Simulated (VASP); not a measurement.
# Mg3CdSe2O2 (P-4m2) in VASP: density of states with PBE

Aim: the density of states of Mg3CdSe2O2 with PBE.

Program: VASP 6.6.1. These are calculated values, not measurements. Logs are shortened: lines on timing, memory, paths and dates and some standing lists are left out, and cuts for length are marked.

## 1. The crystal as given

Symmetry: P-4m2, No. 115, tetragonal system. Conventional cell: a = 4.133 Å, b = 4.133 Å, c = 10.291 Å, α = 90.00°, β = 90.00°, γ = 90.00°. Around Mg (site symmetry 2mm) lie 4 O at 2.07 Å. Mg (site symmetry -4m2) has 4 Se at 2.64 Å and 4 Cd at 2.92 Å as nearest neighbours. Cd (site symmetry -4m2) has 4 Se at 2.64 Å and 4 Mg at 2.92 Å as nearest neighbours. Se (site symmetry 2mm) is surrounded by 2 Mg at 2.64 Å and 2 Cd at 2.64 Å. Around O (site symmetry -4m2) lie 4 Mg at 2.07 Å. Around O (site symmetry -4m2) lie 4 Mg at 2.07 Å.

The cell was built by a generator and needn't be a form met in nature.

## 2. Density of states, PBE

Input file POSCAR:

```
Mg3CdSe2O2                              
1.0
    4.1332138045      0.0000000000      0.0000000000
    0.0000000000      4.1332138045      0.0000000000
   -0.0000000000      0.0000000000     10.2905912655
  Mg              Cd              Se              O             
     3     1     2     2
Direct
     0.5000000000000000    0.0000000000000000    0.4965397427326522
     0.0000000000000000    0.5000000000000000    0.5034602572673479
     0.5000000000000000    0.5000000000000000    0.0000000000000000
     0.0000000000000000    0.0000000000000000    0.0000000000000000
     0.5000000000000000    0.0000000000000000    0.1602807087323248
     0.0000000000000000    0.5000000000000000    0.8397192912676752
     0.0000000000000000    0.0000000000000000    0.5000000000000000
     0.5000000000000000    0.5000000000000000    0.5000000000000000
```

Input file INCAR.step1:

```
SYSTEM = Mg3CdSe2O2
  PREC = Accurate
  ENCUT = 520
  EDIFF = 1E-6
  ISMEAR = 0
  SIGMA = 0.03
  LREAL = .False.
  LASPH = .True.
  NELM = 80
  ALGO = Normal
  ISIF = 2
  LWAVE = .False.
  LCHARG = .True.
  GGA = PE
  NBANDS = 31
  KPAR = 4
```

Input file KPOINTS.step1:

```
Automatic mesh
0
Gamma
  6 6 4
  0 0 0
```

Input file INCAR.step2:

```
SYSTEM = Mg3CdSe2O2
  PREC = Accurate
  ENCUT = 520
  EDIFF = 1E-6
  ISMEAR = -5
  SIGMA = 0.03
  LREAL = .False.
  LASPH = .True.
  NELM = 80
  ALGO = Normal
  ISIF = 2
  LWAVE = .False.
  LCHARG = .False.
  GGA = PE
  LORBIT = 10
  NBANDS = 31
  KPAR = 4
  NEDOS = 2001
  ICHARG = 11
```

Input file KPOINTS.step2:

```
Automatic mesh
0
Gamma
  9 9 6
  0 0 0
```

Potentials or basis: VASP PAW PBE potentials, release 64 (Mg, Cd, Se, O).

Run with:

```
$ cat potpaw_PBE.64/Mg/POTCAR potpaw_PBE.64/Cd/POTCAR potpaw_PBE.64/Se/POTCAR potpaw_PBE.64/O/POTCAR > POTCAR
$ cp INCAR.step1 INCAR
$ cp KPOINTS.step1 KPOINTS
$ mpirun -np 4 vasp_std > vasp.out
$ cp INCAR.step2 INCAR
$ cp KPOINTS.step2 KPOINTS
$ mpirun -np 4 vasp_std > vasp.out
```

OUTCAR:

```text
SYSTEM = Mg3CdSe2O2
   PREC = Accurate
   ENCUT = 520
   EDIFF = 1E-6
   ISMEAR = -5
   LREAL = .False.
   LASPH = .True.
   NELM = 80
   ISIF = 2
   GGA = PE
   LORBIT = 10
   ICHARG = 11

 ion  position               nearest neighbor table
   1  0.500  0.000  0.497-   7 2.07   8 2.07   8 2.07   7 2.07   2 2.92   2 2.92   2 2.92   2 2.92

   2  0.000  0.500  0.503-   7 2.07   8 2.07   7 2.07   8 2.07   1 2.92   1 2.92   1 2.92   1 2.92

   3  0.500  0.500  0.000-   5 2.64   6 2.64   5 2.64   6 2.64   4 2.92   4 2.92   4 2.92   4 2.92

   4  0.000  0.000  0.000-   5 2.64   6 2.64   6 2.64   5 2.64   3 2.92   3 2.92   3 2.92   3 2.92

   5  0.500  0.000  0.160-   3 2.64   4 2.64   3 2.64   4 2.64
   6  0.000  0.500  0.840-   3 2.64   4 2.64   4 2.64   3 2.64
   7  0.000  0.000  0.500-   1 2.07   2 2.07   2 2.07   1 2.07
   8  0.500  0.500  0.500-   1 2.07   2 2.07   1 2.07   2 2.07

  LATTYP: Found a simple tetragonal cell.
 ALAT       =     4.1332138045
 C/A-ratio  =     2.4897311758

  Lattice vectors:

 A1 = (   4.1332138045,   0.0000000000,   0.0000000000)
 A2 = (   0.0000000000,   4.1332138045,   0.0000000000)
 A3 = (   0.0000000000,   0.0000000000,  10.2905912655)

Analysis of symmetry for initial positions (statically):
=====================================================================
 Subroutine PRICEL returns:
 Original cell was already a primitive cell.

 Routine SETGRP: Setting up the symmetry group for a
 simple tetragonal supercell.

 Subroutine GETGRP returns: Found  8 space group operations
 (whereof  8 operations were pure point group operations)
 out of a pool of 16 trial point group operations.

The static configuration has the point symmetry D_2d.

Analysis of symmetry for dynamics (positions and initial velocities):
=====================================================================
 Subroutine PRICEL returns:
 Original cell was already a primitive cell.

 Routine SETGRP: Setting up the symmetry group for a
 simple tetragonal supercell.

 Subroutine GETGRP returns: Found  8 space group operations
 (whereof  8 operations were pure point group operations)
 out of a pool of 16 trial point group operations.

The dynamic configuration has the point symmetry D_2d.

 Subroutine INISYM returns: Found  8 space group operations
 (whereof  8 operations are pure point group operations),
 and found     1 'primitive' translations

----------------------------------------------------------------------------------------

                                     Primitive cell

  volume of cell :     175.7989

  direct lattice vectors                    reciprocal lattice vectors
     4.133213805  0.000000000  0.000000000     0.241942480  0.000000000  0.000000000
     0.000000000  4.133213805  0.000000000     0.000000000  0.241942480  0.000000000
     0.000000000  0.000000000 10.290591265     0.000000000  0.000000000  0.097176146

  length of vectors
     4.133213805  4.133213805 10.290591265     0.241942480  0.241942480  0.097176146

  position of ions in fractional coordinates (direct lattice)
     0.500000000  0.000000000  0.496539743
     0.000000000  0.500000000  0.503460257
     0.500000000  0.500000000  0.000000000
     0.000000000  0.000000000  0.000000000
     0.500000000  0.000000000  0.160280709
     0.000000000  0.500000000  0.839719291
     0.000000000  0.000000000  0.500000000
     0.500000000  0.500000000  0.500000000

  ion indices of the primitive-cell ions
   primitive index   ion index
                 1           1
                 2           2
                 3           3
                 4           4
                 5           5
                 6           6
                 7           7
                 8           8

----------------------------------------------------------------------------------------

 KPOINTS: Automatic mesh

Automatic generation of k-mesh.
 Grid dimensions read from file:
 generate k-points for:    9    9    6

 Generating k-lattice:

  Cartesian coordinates                     Fractional coordinates (reciprocal lattice)
     0.026882498  0.000000000  0.000000000     0.111111111  0.000000000  0.000000000
     0.000000000  0.026882498  0.000000000     0.000000000  0.111111111  0.000000000
     0.000000000  0.000000000  0.016196024     0.000000000  0.000000000  0.166666667

  Length of vectors
     0.026882498  0.026882498  0.016196024

  Shift w.r.t. Gamma in fractional coordinates (k-lattice)
     0.000000000  0.000000000  0.000000000

 TETIRR: Found    723 inequivalent tetrahedra from     2916

 Subroutine IBZKPT returns following result:
 ===========================================

 Found     60 irreducible k-points:

 Following reciprocal coordinates:
            Coordinates               Weight
  0.000000  0.000000  0.000000      1.000000
  0.111111  0.000000  0.000000      4.000000
  0.222222  0.000000  0.000000      4.000000
  0.333333  0.000000  0.000000      4.000000
  0.444444  0.000000  0.000000      4.000000
  0.111111  0.111111  0.000000      4.000000
[... 16 lines left out ...]
  0.333333  0.111111  0.166667     16.000000
  0.444444  0.111111  0.166667     16.000000
 [... further k-points ...]
   k-points           NKPTS =     60   k-points in BZ     NKDIM =     60   number of bands    NBANDS=     31
   number of dos      NEDOS =   2001   number of ions     NIONS =      8
   total plane-waves  NPLWV =  81920
   dimension x,y,z NGX =    32 NGY =   32 NGZ =   80
   dimension x,y,z NGXF=    64 NGYF=   64 NGZF=  160
   ions per type =               3   1   2   2
   NGX,Y,Z   is equivalent  to a cutoff of  12.87, 12.87, 12.92 a.u.
   NGXF,Y,Z  is equivalent  to a cutoff of  25.74, 25.74, 25.85 a.u.
 SYSTEM =  Mg3CdSe2O2
   PREC   = accura    normal or accurate (medium, high low for compatibility)
   ISTART =      0    job   : 0-new  1-cont  2-samecut
   ICHARG =     11    charge: 1-file 2-atom 10-const
   ISPIN  =      1    spin polarized calculation?
   LNONCOLLINEAR =      F non collinear calculations
   LSORBIT =      F    spin-orbit coupling
   LASPH  =      T    aspherical Exc in radial PAW
   ENCUT  =  520.0 eV  38.22 Ry    6.18 a.u.   7.69  7.69 19.13*2*pi/ulx,y,z
   NELM   =     80;   NELMIN=  2; NELMDL=  0     # of ELM steps
   EDIFF  = 0.1E-05   stopping-criterion for ELM
   LREAL  =      F    real-space projection
   EDIFFG = 0.1E-04   stopping-criterion for IOM
   NSW    =      0    number of steps for IOM
   IBRION =     -1    ionic relax: 0-MD 1-quasi-New 2-CG
   NFREE  =      0    steps in history (QN), initial steepest desc. (CG)
   ISIF   =      2    stress and relaxation
   ISYM   =      2    0-nonsym 1-usesym 2-fastsym
   POTIM  = 0.5000    time-step for ionic-motion
   TEBEG  =    0.0;   TEEND  =   0.0 temperature during run
   PSTRESS=    0.0 pullay stress
   NELECT =      42.0000    total number of electrons
   NUPDOWN=      -1.0000    fix difference up-down
   EMIN   =  10.00;   EMAX   =-10.00  energy-range for DOS
   EFERMI =   0.00;   METHOD = LEGACY
   ISMEAR =    -5;   SIGMA  =   0.03  broadening in eV -4-tet -1-fermi 0-gaus
   EFERMI_NEDOS =   21; number of points for ismear=-14 and -15
   IALGO  =     38    algorithm
   IMIX   =      4    mixing-type and parameters
     AMIX     =   0.40;   BMIX     =  1.00
     AMIX_MAG =   1.60;   BMIX_MAG =  1.00
  volume/ion in A,a.u.               =      21.97       148.29
  Fermi-wavevector in a.u.,A,eV,Ry     =   1.015826  1.919632 14.039880  1.031902
  Thomas-Fermi vector in A             =   2.149134
   LORBIT       =     10    0 simple, 1 ext, 2 COOP (PROOUT), +10 PAW based schemes
   GGA     = PE    functional components
   LHFCALC =     F    Hartree Fock is set to
   AEXX    =    0.0000 exact exchange contribution
   IVDW    =     0    specifies the selected vdW correction
   LEPSILON=     F    determine dielectric tensor
   LRPA    =     F    only Hartree local field effects (RPA)
 non-spin polarized calculation
 Fermi weights with tetrahedron method with Bloechl corrections
  energy-cutoff  :      520.00
  volume of cell :      175.80
 maximum number of plane-waves:      4758
 NGX is ok and might be reduce to    32

 number of electron      42.0000009 magnetization

 Free energy of the ion-electron system (eV)
  ---------------------------------------------------
  ext. energy  EPLUGINS =         0.00000000
  ---------------------------------------------------
  free energy    TOTEN  =       -34.12105937 eV

  energy without entropy =      -34.12105937  energy(sigma->0) =      -34.12105937

 E-fermi :   1.1008     XC(G=0):  -8.2572

 val. band max:        1.0886595006   @ k =   0.0000   0.0000   0.0000
 cond. band min:       2.0760333202   @ k =   0.0000   0.0000   0.0000
 fundamental gap:      0.9873738196
 Fermi energy:         1.1007596406

 k-point     1 :       0.0000    0.0000    0.0000
  band No.  band energies     occupation
      1     -14.9328      2.00000
      2     -13.9961      2.00000
      3     -12.3546      2.00000
      4     -11.9084      2.00000
      5      -8.0596      2.00000
      6      -8.0596      2.00000
[... 23 lines left out ...]
     30       7.8775      0.00000
     31       8.9297      0.00000

 k-point     2 :       0.1111    0.0000    0.0000
  band No.  band energies     occupation
      1     -14.9004      2.00000
      2     -14.0185      2.00000
      3     -12.3192      2.00000
      4     -11.9003      2.00000
      5      -8.0728      2.00000
      6      -8.0576      2.00000
[... 23 lines left out ...]
     30       7.7893      0.00000
     31       8.9237      0.00000

 k-point     3 :       0.2222    0.0000    0.0000
  band No.  band energies     occupation
      1     -14.8080      2.00000
      2     -14.0856      2.00000
      3     -12.2240      2.00000
      4     -11.8833      2.00000
      5      -8.0674      2.00000
      6      -8.0531      2.00000
[... 23 lines left out ...]
     30       8.0471      0.00000
     31       8.2512      0.00000

 k-point     4 :       0.3333    0.0000    0.0000
  band No.  band energies     occupation
      1     -14.6695      2.00000
      2     -14.1951      2.00000
      3     -12.0989      2.00000
      4     -11.8773      2.00000
      5      -8.0610      2.00000
      6      -8.0421      2.00000
[... 635 lines left out ...]
     30       7.9864      0.00000
     31       8.1576      0.00000

 k-point    23 :       0.3333    0.1111    0.1667
  band No.  band energies     occupation
      1     -14.6475      2.00000
      2     -14.2004      2.00000
      3     -12.0716      2.00000
      4     -11.8633      2.00000
      5      -8.0821      2.00000
      6      -8.0716      2.00000
[... 23 lines left out ...]
     30       8.2531      0.00000
     31       8.3847      0.00000

 k-point    24 :       0.4444    0.1111    0.1667
  band No.  band energies     occupation
      1     -14.4921      2.00000
      2     -14.3350      2.00000
      3     -11.9610      2.00000
      4     -11.8869      2.00000
      5      -8.1024      2.00000
      6      -8.0616      2.00000
[... 23 lines left out ...]
     30       8.1063      0.00000
     31       8.2097      0.00000

 [... further k-points ...]

------------------------ aborting loop because EDIFF is reached ----------------------------------------

  FORCE on cell =-STRESS in cart. coord.  units (eV):
  Direction    XX          YY          ZZ          XY          YZ          ZX
  --------------------------------------------------------------------------------------
  -------------------------------------------------------------------------------------
  Total       -0.0042610     -0.0042610     -0.0076677      0.0000000      0.0000000      0.0000000
  in kB       -0.0388339     -0.0388339     -0.0698815      0.0000000      0.0000000      0.0000000
  external PRESSURE =      -0.0491831 kB  Pullay stress =       0.0000000 kB

 VOLUME and BASIS-vectors are now :
 -----------------------------------------------------------------------------
  energy-cutoff  :      520.00
  volume of cell :      175.80
      direct lattice vectors                 reciprocal lattice vectors
     4.133213805  0.000000000  0.000000000     0.241942480  0.000000000  0.000000000
     0.000000000  4.133213805  0.000000000     0.000000000  0.241942480  0.000000000
     0.000000000  0.000000000 10.290591265     0.000000000  0.000000000  0.097176146

 POSITION                                       TOTAL-FORCE (eV/Angst)
 -----------------------------------------------------------------------------------
      2.06661      0.00000      5.10969        -0.000000     -0.000000     -0.002278
      0.00000      2.06661      5.18090        -0.000000     -0.000000      0.002278
      2.06661      2.06661      0.00000        -0.000000     -0.000000      0.000000
      0.00000      0.00000      0.00000        -0.000000     -0.000000      0.000000
      2.06661      0.00000      1.64938        -0.000000     -0.000000      0.002046
      0.00000      2.06661      8.64121         0.000000     -0.000000     -0.002046
      0.00000      0.00000      5.14530         0.000000     -0.000000      0.000000
      2.06661      2.06661      5.14530        -0.000000      0.000000      0.000000
 -----------------------------------------------------------------------------------
    total drift:                                0.000000      0.000000      0.000000

  FREE ENERGIE OF THE ION-ELECTRON SYSTEM (eV)
  ---------------------------------------------------
  free  energy   TOTEN  =       -34.1210593689 eV

  energy  without entropy=      -34.1210593689  energy(sigma->0) =      -34.12105937

 total charge

# of ion       s       p       d       tot
------------------------------------------
    1        0.145   0.151   0.060   0.355
    2        0.145   0.151   0.060   0.355
    3        0.171   0.150   0.037   0.357
    4        0.481   0.397   9.535  10.413
    5        1.468   2.356   0.023   3.848
    6        1.468   2.356   0.023   3.848
    7        1.545   3.476   0.000   5.021
    8        1.545   3.477   0.000   5.022
--------------------------------------------------
tot          6.968  12.513   9.737  29.218
```

Run time: 98 s. Hardware: 4 MPI ranks of Intel Xeon Platinum 8488C (Sapphire Rapids), shared host; peak memory 0.48 GiB.

Results:

| Quantity | Value |
| --- | --- |
| Valence electrons inside the program's atomic spheres | Mg 0.35, 0.36; Cd 10.41; Se 3.85; O 5.02 |

States per cell in windows of 1 eV (zero at the valence-band top; states under -8 eV left out):
```tsv
from (eV)	total	O7_p	O8_p	Se5_p	Se6_p	Cd4_p	Cd4_s
-8.0	0.00	0.00	0.00	0.00	0.00	0.00	0.00
-7.0	0.00	0.00	0.00	0.00	0.00	0.00	0.00
-6.0	1.57	0.00	0.00	0.18	0.18	0.01	0.32
-5.0	1.77	0.00	0.00	0.23	0.23	0.05	0.08
-4.0	2.51	0.23	0.23	0.27	0.27	0.07	0.01
-3.0	8.35	0.79	0.76	1.16	1.16	0.18	0.02
-2.0	4.40	0.72	0.73	0.47	0.47	0.04	0.00
-1.0	5.45	1.71	1.72	0.02	0.02	0.01	0.00
0.0	0.00	0.00	0.00	0.00	0.00	0.00	0.00
1.0	0.30	0.01	0.00	0.04	0.04	0.00	0.03
2.0	2.89	0.03	0.02	0.28	0.28	0.09	0.24
3.0	3.19	0.02	0.02	0.22	0.22	0.13	0.16
4.0	2.01	0.02	0.02	0.09	0.09	0.12	0.02
5.0	4.04	0.07	0.08	0.11	0.11	0.25	0.02
6.0	3.89	0.11	0.10	0.10	0.10	0.11	0.01
7.0	3.41	0.10	0.11	0.10	0.10	0.07	0.01
```
